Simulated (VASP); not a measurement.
These are PBE GGA, VASP's PBE PAW potentials (set 64) (plane waves; VASP) values and carry that method's errors.

A VASP calculation is set up with these files.

File POSCAR:
```
AlCr2C
1
    2.8256650000     0.0000000000     0.0000000000
   -1.4128330000     2.4470970000     0.0000000000
    0.0000000000     0.0000000000    12.6038900000
Al Cr C
2 4 2
Direct
  0.6666670000   0.3333330000   0.2500000000
  0.3333330000   0.6666670000   0.7500000000
  0.3333330000   0.6666670000   0.4149400000
  0.6666670000   0.3333330000   0.5850600000
  0.6666670000   0.3333330000   0.9149400000
  0.3333330000   0.6666670000   0.0850600000
  0.0000000000   0.0000000000   0.5000000000
  0.0000000000   0.0000000000   0.0000000000
```

**INCAR**
```
! general
SYSTEM  = AlCr2C
PREC    = Accurate
ENCUT   = 560   ! plane-wave cut-off (eV)
LREAL   = .False.
LASPH   = .True.

! electronic loop
EDIFF   = 1E-09
NELM    = 100
ALGO    = Normal   ! blocked Davidson
LMAXMIX = 4   ! l cut-off of mixed one-centre charges

! smearing
ISMEAR  = 1   ! Methfessel-Paxton
SIGMA   = 0.1

! functional
GGA     = PE   ! PBE

! ions
ISIF    = 2

! output
LWAVE   = .False.
LCHARG  = .False.
```

KPOINTS:
```
Automatic mesh
0
Gamma
13 13 3
0 0 0
```

POTCAR, in this order: Al Cr_pv C (PBE.64 set). Program: vasp_std.

Gaps are read on the run's mesh, which can miss a band edge.

Question: Predict the energy per atom (σ→0), pressure, band gap (on the k-mesh).

Answer: 
```json
{
  "energy per atom (σ→0)": "-8.184 eV/atom",
  "band gap (on the k-mesh)": "none (metal, semimetal or under 0.01 eV)",
  "pressure": "35.2 kbar"
}
```

**OSZICAR**
```
...
DAV:  14    -0.654716232737E+02    0.22761E-05   -0.62856E-06  4316   0.170E-02    0.203E-03
DAV:  15    -0.654716233529E+02   -0.79137E-07   -0.52413E-07  4313   0.536E-03    0.370E-04
DAV:  16    -0.654716233867E+02   -0.33795E-07   -0.34977E-08  4140   0.107E-03    0.206E-04
DAV:  17    -0.654716234102E+02   -0.23521E-07   -0.72436E-09  3577   0.477E-04    0.102E-04
DAV:  18    -0.654716234091E+02    0.10668E-08   -0.46150E-10  2074   0.166E-04    0.322E-05
DAV:  19    -0.654716234133E+02   -0.41773E-08   -0.20890E-10  2044   0.687E-05    0.192E-05
DAV:  20    -0.654716234127E+02    0.58571E-09   -0.61708E-11  1969   0.535E-05
   1 F= -.65471623E+02 E0= -.65471496E+02  d E =-.381448E-03
```

The structure comes from a computed database's AlCr2C entry; how it stands against other phases isn't given here. The cell was not relaxed at this level. The run is one of a series of settings (EDIFF = 1E-09, ENCUT = 560, KPOINTS 13×13×3 Γ-centred mesh against the base run), some of them coarse on purpose. The run is not spin-polarised, so no magnetic state was tried.
